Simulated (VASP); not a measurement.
These are vdW-DF2, VASP's PBE PAW potentials (set 64) (plane waves; VASP) values and carry that method's errors.

A VASP calculation is set up with these files.

File POSCAR:
```
CdS
1.0
  2.1513222415  -3.7261992339   0.0000000000
  2.1513222415   3.7261992339   0.0000000000
  0.0000000000   0.0000000000   7.0043476208
Cd S
2 2
Cart
  2.1513222415  -1.2420688954   3.5031103442
  2.1513222415   1.2420688954   0.0009365338
  2.1513222415  -1.2420688954   6.1418763296
  2.1513222415   1.2420688954   2.6397025192
```

File KPOINTS:
```
k-points along high-symmetry lines
10
Line-mode
Reciprocal
  0.000000   0.000000   0.000000 ! GAMMA
  0.000000   0.500000   0.000000 ! M

  0.000000   0.500000   0.000000 ! M
 -0.333333   0.666667   0.000000 ! K

 -0.333333   0.666667   0.000000 ! K
  0.000000   0.000000   0.000000 ! GAMMA

  0.000000   0.000000   0.000000 ! GAMMA
  0.000000   0.000000   0.500000 ! A

  0.000000   0.000000   0.500000 ! A
  0.000000   0.500000   0.500000 ! L

  0.000000   0.500000   0.500000 ! L
 -0.333333   0.666667   0.500000 ! H

 -0.333333   0.666667   0.500000 ! H
  0.000000   0.000000   0.500000 ! A

  0.000000   0.500000   0.500000 ! L
  0.000000   0.500000   0.000000 ! M

 -0.333333   0.666667   0.500000 ! H
 -0.333333   0.666667   0.000000 ! K
```

INCAR:
```
# general
SYSTEM    =  CdS
PREC      =  Accurate
ENCUT     =  520   # plane-wave cut-off (eV)
LREAL     =  F
LASPH     =  T
ICHARG    =  11   # fixed density

# electronic loop
EDIFF     =  1E-7
NELM      =  100   # most electronic steps
ALGO      =  Normal
LMAXMIX   =  4   # l cut-off of mixed one-centre charges

# smearing
ISMEAR    =  0
SIGMA     =  0.05   # width (eV)

# functional
GGA       =  ML
LUSE_VDW  =  T
AGGAC     =  0.0
ZAB_VDW   =  -1.8867

# output
LWAVE     =  F
LCHARG    =  F
LORBIT    =  11
```

POTCAR, in this order: Cd S (PBE.64 set). Program: vasp_std. Read from the step before: CHGCAR.

What VASP printed:

### OUTCAR
```
 ion  position               nearest neighbor table
   1  0.667  0.333  0.500-   4 2.63   4 2.63   4 2.63   3 2.64
   2  0.333  0.667  0.000-   3 2.63   3 2.63   3 2.63   4 2.64
   3  0.667  0.333  0.877-   2 2.63   2 2.63   2 2.63   1 2.64
   4  0.333  0.667  0.377-   1 2.63   1 2.63   1 2.63   2 2.64
  LATTYP: Found a hexagonal cell.
 ALAT       =     4.3026443169
 C/A-ratio  =     1.6279169518
 Subroutine PRICEL returns:
 Original cell was already a primitive cell.
 Subroutine GETGRP returns: Found 12 space group operations
The static configuration has the point symmetry C_3v.
 The point group associated with its full space group is C_6v.
The dynamic configuration has the point symmetry C_3v.
 Subroutine INISYM returns: Found 12 space group operations
   k-points           NKPTS =     90   k-points in BZ     NKDIM =     90   number of bands    NBANDS=     22
   number of dos      NEDOS =    301   number of ions     NIONS =      4
   total plane-waves  NPLWV =  55296
   dimension x,y,z NGX =    32 NGY =   32 NGZ =   54
   dimension x,y,z NGXF=    64 NGYF=   64 NGZF=  108
   ions per type =               2   2
   PREC   = accura    normal or accurate (medium, high low for compatibility)
   ISTART =      0    job   : 0-new  1-cont  2-samecut
   ICHARG =     11    charge: 1-file 2-atom 10-const
   ISPIN  =      1    spin polarized calculation?
   LNONCOLLINEAR =      F non collinear calculations
   LSORBIT =      F    spin-orbit coupling
   INIWAV =      1    electr: 0-lowe 1-rand  2-diag
   ENCUT  =  520.0 eV  38.22 Ry    6.18 a.u.   8.00  8.00 13.02*2*pi/ulx,y,z
   NELM   =    100;   NELMIN=  2; NELMDL= -5     # of ELM steps
   EDIFF  = 0.1E-06   stopping-criterion for ELM
   LREAL  =      F    real-space projection
   NLSPLINE    = F    spline interpolate recip. space projectors
   LMAXMIX     =    4 max onsite mixed and CHGCAR
   VOSKOWN=      0    Vosko Wilk Nusair interpolation
   EDIFFG = 0.1E-05   stopping-criterion for IOM
   NSW    =      0    number of steps for IOM
   NBLOCK =      1;   KBLOCK =      1    inner block; outer block
   IBRION =     -1    ionic relax: 0-MD 1-quasi-New 2-CG
   NFREE  =      0    steps in history (QN), initial steepest desc. (CG)
...
```

**OSZICAR**
```
       N       E                     dE             d eps       ncg     rms          rms(c)
DAV:   1     0.250879286977E+03    0.25088E+03   -0.17678E+04  3960   0.148E+03
DAV:   2     0.123518959938E+02   -0.23853E+03   -0.23354E+03  4452   0.351E+02
DAV:   3    -0.134703164192E+01   -0.13699E+02   -0.13582E+02  4704   0.817E+01
DAV:   4    -0.151575353312E+01   -0.16872E+00   -0.16857E+00  4612   0.876E+00
DAV:   5    -0.151857213829E+01   -0.28186E-02   -0.28183E-02  4824   0.110E+00
DAV:   6    -0.151865830970E+01   -0.86171E-04   -0.86168E-04  4692   0.179E-01
DAV:   7    -0.151866131745E+01   -0.30077E-05   -0.30077E-05  4832   0.302E-02
DAV:   8    -0.151866142831E+01   -0.11086E-06   -0.11092E-06  4654   0.552E-03
DAV:   9    -0.151866143244E+01   -0.41346E-08   -0.41413E-08  3360   0.102E-03
   1 F= -.15186614E+01 E0= -.15186614E+01  d E =-.992676E-16
```

### OUTCAR
```
 val. band max:        0.2556790452   @ k =   0.0000   0.0000   0.0000

 cond. band min:       0.9530082934   @ k =   0.0000   0.0000   0.0000



 k-point     1 :       0.0000    0.0000    0.0000
  band No.  band energies     occupation
      1     -11.4817      2.00000
      2     -11.1625      2.00000
      3      -7.1673      2.00000
      4      -7.1626      2.00000
      5      -7.1626      2.00000
      6      -7.1050      2.00000
      7      -7.1050      2.00000
      8      -6.8915      2.00000
      9      -6.8915      2.00000
     10      -6.8301      2.00000
     11      -6.8301      2.00000
     12      -6.5856      2.00000
     13      -3.4284      2.00000
     14      -0.3315      2.00000
     15      -0.3315      2.00000
     16       0.2237      2.00000
     17       0.2557      2.00000
     18       0.2557      2.00000
     19       0.9530      0.00000
     20       2.7270      0.00000
     21       6.6706      0.00000
     22       6.6707      0.00000

 k-point     2 :       0.0000    0.0556    0.0000
  band No.  band energies     occupation
      1     -11.4732      2.00000
      2     -11.1587      2.00000
      3      -7.1658      2.00000
      4      -7.1592      2.00000
      5      -7.1545      2.00000
      6      -7.1014      2.00000
      7      -7.1005      2.00000
      8      -6.8931      2.00000
      9      -6.8916      2.00000
     10      -6.8333      2.00000
     11      -6.8294      2.00000
     12      -6.5799      2.00000
     13      -3.4109      2.00000
     14      -0.4524      2.00000
     15      -0.3634      2.00000
     16      -0.0166      2.00000
     17       0.2079      2.00000
     18       0.2382      2.00000
     19       1.2236      0.00000
     20       2.8496      0.00000
     21       6.5420      0.00000
     22       6.7139      0.00000

 k-point     3 :       0.0000    0.1111    0.0000
  band No.  band energies     occupation
      1     -11.4487      2.00000
      2     -11.1479      2.00000
...
```

The density is held fixed in this step, so its total energy and stress have no physical meaning.

The compound is CdS in the wurtzite structure. It was relaxed first, which changed the volume by +13 %.
